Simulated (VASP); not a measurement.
Wanted: the native input for a VASP 6.6.1 run.

| Quantity | Value |
| --- | --- |
| Task | band structure |
| Functional | PBE |
| Potentials or basis | VASP PAW PBE potentials, release 64 (Ga, N) |
| Cutoff | 520 eV |
| k mesh | 12 × 12 × 6 |
| Occupations | gaussian, width 0.02 eV |
| Spin | no spin polarisation |
| Further INCAR settings | ALGO = Normal; EDIFF = 1e-07; NBANDS = 16 |

The structure of GaN lies in POSCAR:

```
GaN                                     
1.0
    3.2473906204     -0.0000000000      0.0000000000
   -1.6236953102      2.8123227690      0.0000000000
    0.0000000000      0.0000000000      5.2815514519
  Ga              N             
     2     2
Direct
     0.3333333300000021    0.6666666699999979    0.9989577044166746
     0.6666666699999979    0.3333333300000021    0.4989577044166746
     0.3333333300000021    0.6666666699999979    0.3760422955833254
     0.6666666699999979    0.3333333300000021    0.8760422955833254
```

The input as run:

INCAR

```
  PREC = Accurate
  ENCUT = 520
  EDIFF = 1E-7
  ISMEAR = 0
  SIGMA = 0.02
  LREAL = False
  LASPH = True
  NELM = 80
  ALGO = Normal
  ISIF = 2
  LWAVE = False
  LCHARG = False
  GGA = PE
  NBANDS = 16
```

KPOINTS

```
regular mesh
0
Gamma
  12 12 6
```

KPOINTS_OPT

```
path GMKGALHA,LM,KH
15
line-mode
reciprocal
 0.0000000000  0.0000000000  0.0000000000  G
 0.5000000000  0.0000000000  0.0000000000  M

 0.5000000000  0.0000000000  0.0000000000  M
 0.3333333333  0.3333333333  0.0000000000  K

 0.3333333333  0.3333333333  0.0000000000  K
 0.0000000000  0.0000000000  0.0000000000  G

 0.0000000000  0.0000000000  0.0000000000  G
 0.0000000000  0.0000000000  0.5000000000  A

 0.0000000000  0.0000000000  0.5000000000  A
 0.5000000000  0.0000000000  0.5000000000  L

 0.5000000000  0.0000000000  0.5000000000  L
 0.3333333333  0.3333333333  0.5000000000  H

 0.3333333333  0.3333333333  0.5000000000  H
 0.0000000000  0.0000000000  0.5000000000  A

 0.5000000000  0.0000000000  0.5000000000  L
 0.5000000000  0.0000000000  0.0000000000  M

 0.3333333333  0.3333333333  0.0000000000  K
 0.3333333333  0.3333333333  0.5000000000  H
```

Potentials or basis: VASP PAW PBE potentials, release 64 (Ga, N).

Launch:

```bash
$ cat potpaw_PBE.64/Ga/POTCAR potpaw_PBE.64/N/POTCAR > POTCAR
$ mpirun -np 1 vasp_std > vasp.out
```

Results of the run:

```json
{
 "Pressure": "0.0 GPa",
 "Band gap on the k mesh": "1.63 eV, direct",
 "Band gap along the path": "1.63 eV, direct"
}
```

Run time: 64 s on 1 thread of Intel(R) Xeon(R) Platinum 8259CL CPU @ 2.50GHz (Skylake/Cascade Lake), on a shared host, peak memory 0.23 GiB.
